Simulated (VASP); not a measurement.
```xyz
8
Lattice="2.9625 0.0000 0.0000 -1.4813 2.5656 0.0000 0.0000 0.0000 13.5600" Properties=species:S:1:pos:R:3 pbc="T T T"
Ti     0.0000     1.7104     1.1533
Ti     1.4813     0.8552    12.4067
Ti     1.4813     0.8552     7.9333
Ti     0.0000     1.7104     5.6267
Al     0.0000     1.7104    10.1700
Al     1.4813     0.8552     3.3900
N      0.0000     0.0000    13.5600
N      0.0000     0.0000     6.7800
```

Calculation: PBEsol GGA, VASP's PBE PAW potentials (set 64) (plane waves; VASP). Settings: 520 eV cut-off, 13×13×3 Γ-centred mesh, tetrahedra with Blöchl corrections, potentials Ti_sv Al N.

The cores are frozen, which limits the accuracy of field gradients.

Question: Give the principal components of the electric field gradient (V/Å²) and the asymmetry η at each nucleus.

Answer: 
| atom | Vxx | Vyy | Vzz | η |
|---|---|---|---|---|
| Ti1 | -6.8 | -6.8 | 13.6 | 0.00 |
| Ti2 | -6.8 | -6.8 | 13.6 | 0.00 |
| Ti3 | -6.8 | -6.8 | 13.6 | 0.00 |
| Ti4 | -6.8 | -6.8 | 13.6 | 0.00 |
| Al5 | 20.5 | 20.5 | -41.1 | 0.00 |
| Al6 | 20.5 | 20.5 | -41.1 | 0.00 |
| N7 | -0.7 | -0.7 | 1.4 | 0.00 |
| N8 | -0.7 | -0.7 | 1.4 | 0.00 |

The structure comes from a computed database's Ti2AlN entry (P6_3/mmc); how it stands against other phases isn't given here. It was relaxed first.
